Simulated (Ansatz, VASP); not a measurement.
# ScF3 in two plane-wave programs, part 3 of 3

Wanted: the spread between two codes on one cell, functional and k mesh. The cell is taken from a series of runs on this material, whose earlier steps may have relaxed, scaled, displaced or heated it; both programs get it as it stands.

VASP 6.6.1 and Ansatz 0.2.0.

So far: The starting structure; Ansatz: zone-centre phonons, LDA; VASP: zone-centre phonons, LDA.

### Step 3. VASP: zone-centre phonons, LDA (continued)

Level of this step: LDA; plane waves and PAW (Sc_sv, F) (VASP).

Numbers of over 12 decimals in the logs are rounded to 6 here.

From OUTCAR (step 3):

```text
ion  position               nearest neighbor table
   1  0.000  0.000  0.000-   2 2.01   3 2.01   4 2.01   4 2.01   3 2.01   2 2.01
   2  0.500  0.000  0.000-   1 2.01   1 2.01
   3  0.000  0.500  0.000-   1 2.01   1 2.01
   4  0.000  0.000  0.500-   1 2.01   1 2.01

  LATTYP: Found a simple cubic cell.
 ALAT       =     4.0122318829

 Subroutine GETGRP returns: Found 48 space group operations
 (whereof 48 operations were pure point group operations)

The static configuration has the point symmetry O_h .

 Found     20 irreducible k-points:

   k-points           NKPTS =     20   k-points in BZ     NKDIM =     20   number of bands    NBANDS=     22

   dimension x,y,z NGX =    32 NGY =   32 NGZ =   32
   dimension x,y,z NGXF=    64 NGYF=   64 NGZF=   64

   ENCUT  =  600.0 eV  44.10 Ry    6.64 a.u.   8.01  8.01  8.01*2*pi/ulx,y,z

   NELECT =      32.0000    total number of electrons

 k-points in reciprocal lattice and weights: Automatic mesh
   0.00000000  0.00000000  0.00000000       0.005
   0.16666667  0.00000000  0.00000000       0.028
   0.33333333  0.00000000  0.00000000       0.028
   0.50000000  0.00000000  0.00000000       0.014
   0.16666667  0.16666667  0.00000000       0.056
   0.33333333  0.16666667  0.00000000       0.111
   0.50000000  0.16666667  0.00000000       0.056
   0.33333333  0.33333333  0.00000000       0.056
   0.50000000  0.33333333  0.00000000       0.056
[...]
0.50000000  0.50000000  0.33333333       0.028
   0.50000000  0.50000000  0.50000000       0.005

 average (electrostatic) potential at core
       1 -51.1330       2 -79.5830       3 -79.5830       4 -79.5830

  Total       -1.0039822     -1.0039822     -1.0039822      0.0000000      0.0000000     -0.0000000
  in kB      -24.9045409    -24.9045409    -24.9045409      0.0000000      0.0000000     -0.0000000
  external PRESSURE =     -24.9045409 kB  Pullay stress =       0.0000000 kB

  energy-cutoff  :      600.00
  volume of cell :       64.59
      direct lattice vectors                 reciprocal lattice vectors
     4.012231883  0.000000000  0.000000000     0.249237838  0.000000000  0.000000000
     0.000000000  4.012231883  0.000000000     0.000000000  0.249237838  0.000000000
     0.000000000  0.000000000  4.012231883     0.000000000  0.000000000  0.249237838

 POSITION                                       TOTAL-FORCE (eV/Angst)
 -----------------------------------------------------------------------------------
      0.00000      0.00000      0.00000         0.000000      0.000000      0.000000
      2.00612      0.00000      0.00000         0.000000      0.000000      0.000000
      0.00000      2.00612      0.00000         0.000000      0.000000      0.000000
      0.00000      0.00000      2.00612         0.000000      0.000000      0.000000
 -----------------------------------------------------------------------------------
    total drift:                                0.000000      0.000000     -0.000000

 MACROSCOPIC STATIC DIELECTRIC TENSOR (including local field effects in DFT)
 ------------------------------------------------------
           2.270654    -0.000000    -0.000000
           0.000000     2.270654     0.000000
           0.000000    -0.000000     2.270654
 ------------------------------------------------------

 PIEZOELECTRIC TENSOR (including local field effects)  for field in x, y, z        (C/m^2)
          XX          YY          ZZ          XY          YZ          ZX
  --------------------------------------------------------------------------------
  x     0.00000     0.00000     0.00000     0.00000     0.00000     0.00000
  y     0.00000     0.00000     0.00000     0.00000     0.00000     0.00000
  z     0.00000     0.00000     0.00000     0.00000     0.00000     0.00000

 BORN EFFECTIVE CHARGES (including local field effects) (in |e|, cummulative output)
 ---------------------------------------------------------------------------------
 ion    1
    1     3.97901     0.00000     0.00000
    2     0.00000     3.97901     0.00000
    3    -0.00000     0.00000     3.97901
 ion    2
    1    -2.69223    -0.00000    -0.00000
    2     0.00000    -0.64339    -0.00000
    3    -0.00000     0.00000    -0.64339
 ion    3
    1    -0.64339     0.00000    -0.00000
    2    -0.00000    -2.69223    -0.00000
    3     0.00000    -0.00000    -0.64339
 ion    4
    1    -0.64339    -0.00000    -0.00000
    2    -0.00000    -0.64339    -0.00000
    3    -0.00000    -0.00000    -2.69223

 Eigenvectors and eigenvalues of the dynamical matrix
 ----------------------------------------------------

   1 f  =   13.874316 THz    87.174900 2PiTHz  462.797376 cm-1    57.379536 meV
             X         Y         Z           dx          dy          dz
      0.000000  0.000000  0.000000    -0.441861    0.018801   -0.000000
      2.006116  0.000000  0.000000     0.884445    0.004330   -0.000000
      0.000000  2.006116  0.000000    -0.101755   -0.037633    0.000000
      0.000000  0.000000  2.006116    -0.101755    0.004330    0.000000

   2 f  =   13.874316 THz    87.174900 2PiTHz  462.797376 cm-1    57.379536 meV
             X         Y         Z           dx          dy          dz
      0.000000  0.000000  0.000000     0.018801    0.441861    0.000000
      2.006116  0.000000  0.000000    -0.037633    0.101755    0.000000
      0.000000  2.006116  0.000000     0.004330   -0.884445   -0.000000
      0.000000  0.000000  2.006116     0.004330    0.101755    0.000000

   3 f  =   13.874316 THz    87.174900 2PiTHz  462.797376 cm-1    57.379536 meV
             X         Y         Z           dx          dy          dz
      0.000000  0.000000  0.000000    -0.000000   -0.000000   -0.442261
      2.006116  0.000000  0.000000     0.000000   -0.000000   -0.101847
      0.000000  2.006116  0.000000    -0.000000    0.000000   -0.101847
      0.000000  0.000000  2.006116    -0.000000   -0.000000    0.885246

   4 f  =    5.915666 THz    37.169229 2PiTHz  197.325394 cm-1    24.465220 meV
             X         Y         Z           dx          dy          dz
      0.000000  0.000000  0.000000     0.068003    0.044852   -0.595114
      2.006116  0.000000  0.000000     0.019596   -0.041212    0.546826
      0.000000  2.006116  0.000000    -0.062485    0.012925    0.546826
      0.000000  0.000000  2.006116    -0.062485   -0.041212   -0.171490

   5 f  =    5.915666 THz    37.169229 2PiTHz  197.325394 cm-1    24.465220 meV
             X         Y         Z           dx          dy          dz
      0.000000  0.000000  0.000000     0.367045   -0.475434    0.006110
      2.006116  0.000000  0.000000     0.105769    0.436857   -0.005614
      0.000000  2.006116  0.000000    -0.337263   -0.137002   -0.005614
      0.000000  0.000000  2.006116    -0.337263    0.436857    0.001761

   6 f  =    5.915666 THz    37.169229 2PiTHz  197.325394 cm-1    24.465220 meV
             X         Y         Z           dx          dy          dz
      0.000000  0.000000  0.000000    -0.470585   -0.364346   -0.081233
      2.006116  0.000000  0.000000    -0.135605    0.334782    0.074641
      0.000000  2.006116  0.000000     0.432402   -0.104991    0.074641
      0.000000  0.000000  2.006116     0.432402    0.334782   -0.023408

   7 f  =    4.105444 THz    25.795263 2PiTHz  136.942857 cm-1    16.978743 meV
             X         Y         Z           dx          dy          dz
      0.000000  0.000000  0.000000     0.000000   -0.000000   -0.000000
      2.006116  0.000000  0.000000     0.000000    0.561656   -0.005397
      0.000000  2.006116  0.000000    -0.429550   -0.000000    0.005397
      0.000000  0.000000  2.006116     0.429550   -0.561656   -0.000000

   8 f  =    4.105444 THz    25.795263 2PiTHz  136.942857 cm-1    16.978743 meV
             X         Y         Z           dx          dy          dz
      0.000000  0.000000  0.000000    -0.000000    0.000000    0.000000
      2.006116  0.000000  0.000000    -0.000000    0.304901   -0.493070
      0.000000  2.006116  0.000000     0.404867    0.000000    0.493070
      0.000000  0.000000  2.006116    -0.404867   -0.304901   -0.000000

   9 f  =    4.105444 THz    25.795263 2PiTHz  136.942857 cm-1    16.978743 meV
             X         Y         Z           dx          dy          dz
      0.000000  0.000000  0.000000     0.000000   -0.000000   -0.000000
      2.006116  0.000000  0.000000     0.000000    0.302618    0.506807
      0.000000  2.006116  0.000000     0.389319   -0.000000   -0.506807
      0.000000  0.000000  2.006116    -0.389319   -0.302618   -0.000000

  10 f/i=    0.018762 THz     0.117884 2PiTHz    0.625826 cm-1     0.077593 meV
             X         Y         Z           dx          dy          dz
      0.000000  0.000000  0.000000     0.164618   -0.644291   -0.037391
      2.006116  0.000000  0.000000     0.106703   -0.416078   -0.024147
      0.000000  2.006116  0.000000     0.106309   -0.417621   -0.024147
      0.000000  0.000000  2.006116     0.106309   -0.416078   -0.024236

  11 f/i=    0.018762 THz     0.117884 2PiTHz    0.625826 cm-1     0.077593 meV
             X         Y         Z           dx          dy          dz
      0.000000  0.000000  0.000000    -0.645373   -0.164447   -0.007717
      2.006116  0.000000  0.000000    -0.418322   -0.106198   -0.004983
      0.000000  2.006116  0.000000    -0.416777   -0.106592   -0.004983
      0.000000  0.000000  2.006116    -0.416777   -0.106198   -0.005002

  12 f/i=    0.018762 THz     0.117884 2PiTHz    0.625826 cm-1     0.077593 meV
             X         Y         Z           dx          dy          dz
      0.000000  0.000000  0.000000    -0.001767    0.038138   -0.664944
      2.006116  0.000000  0.000000    -0.001146    0.024629   -0.429416
      0.000000  2.006116  0.000000    -0.001141    0.024721   -0.429416
      0.000000  0.000000  2.006116    -0.001141    0.024629   -0.431008

 MACROSCOPIC STATIC DIELECTRIC TENSOR IONIC CONTRIBUTION
 ------------------------------------------------------
           5.498826     0.000000     0.000000
           0.000000     5.498826     0.000000
           0.000000     0.000000     5.498826
 ------------------------------------------------------

 ELASTIC MODULI CONTR FROM IONIC RELAXATION (kBar)
 Direction    XX          YY          ZZ          XY          YZ          ZX
 --------------------------------------------------------------------------------
 XX           0.0000      0.0000      0.0000      0.0000      0.0000      0.0000
 YY           0.0000      0.0000      0.0000      0.0000      0.0000      0.0000
 ZZ           0.0000      0.0000      0.0000      0.0000      0.0000      0.0000
 XY           0.0000      0.0000      0.0000      0.0000      0.0000      0.0000
 YZ           0.0000      0.0000      0.0000      0.0000      0.0000      0.0000
 ZX           0.0000      0.0000      0.0000      0.0000      0.0000      0.0000
 --------------------------------------------------------------------------------

 PIEZOELECTRIC TENSOR IONIC CONTR  for field in x, y, z        (C/m^2)
          XX          YY          ZZ          XY          YZ          ZX
  --------------------------------------------------------------------------------
  x     0.00000     0.00000     0.00000     0.00000     0.00000     0.00000
  y     0.00000     0.00000     0.00000     0.00000     0.00000     0.00000
  z     0.00000     0.00000     0.00000     0.00000     0.00000     0.00000
```

### Step 4. Comparison

Known differences besides the potentials themselves: fixed occupations in Ansatz, narrow Gaussian smearing in VASP; VASP's run holds the zone centre alone; the cutoff is 420 eV in Ansatz and 600 eV in VASP; VASP's log shows a relativistic correction to its local exchange, Ansatz's none. Total energies have different zeros and are not compared.

The two programs side by side:

| quantity | Ansatz | VASP | difference |
| --- | --- | --- | --- |
| ε∞ xx | 2.27 | 2.27 | -0.12 % |
| ε∞ yy | 2.27 | 2.27 | -0.12 % |
| ε∞ zz | 2.27 | 2.27 | -0.12 % |
| Born charge of Sc1 (mean of the diagonal) (e) | 3.97 | 3.98 | -0.01 |
| Born charge of F2 (mean of the diagonal) (e) | -1.32 | -1.33 | 0.00 |
| optical mode 1 to 3 (cm⁻¹) | 136.2 | 136.9 | -0.52 % |
| optical mode 4 to 6 (cm⁻¹) | 198.2 | 197.3 | +0.42 % |
| optical mode 7 to 9 (cm⁻¹) | 442.1 | 462.8 | -4.48 % |

Modes are paired by rising frequency, not by their patterns, so a pair may set unlike modes beside each other; they are those without the splitting of longitudinal modes.

### Step 5. Summary of results

| Quantity | Value |
| --- | --- |
| r.m.s. difference of the optical zone-centre modes, each program's sorted by frequency (zone-centre phonons, LDA) | 12 cm⁻¹ |
| difference in optical mode 7 to 9 (zone-centre phonons, LDA) | -4.5 % |

**Reading.** The r.m.s. difference of the optical zone-centre modes, each program's sorted by frequency is 12 cm⁻¹ (zone-centre phonons, LDA). Among the rows given in per cent, the largest difference of the zone-centre phonons, LDA pair is in optical mode 7 to 9, -4.5 %. What causes the difference of the zone-centre phonons, LDA pair stays open here. How closely two codes agree says nothing of how well the functional describes the real material.

[Lines on the potential files, build, host, timing and source positions are cut from VASP's logs without a mark.]

[Logs are printed without paths, hosts, clocks, repeated set-up lines and the standing remarks that a program may print on its own settings, such as how far it seeks lower states.]

[Hosts, paths, dates, database ids (printed as entryN), source tags and the programs' standing remarks are cut or masked in the printed files.]
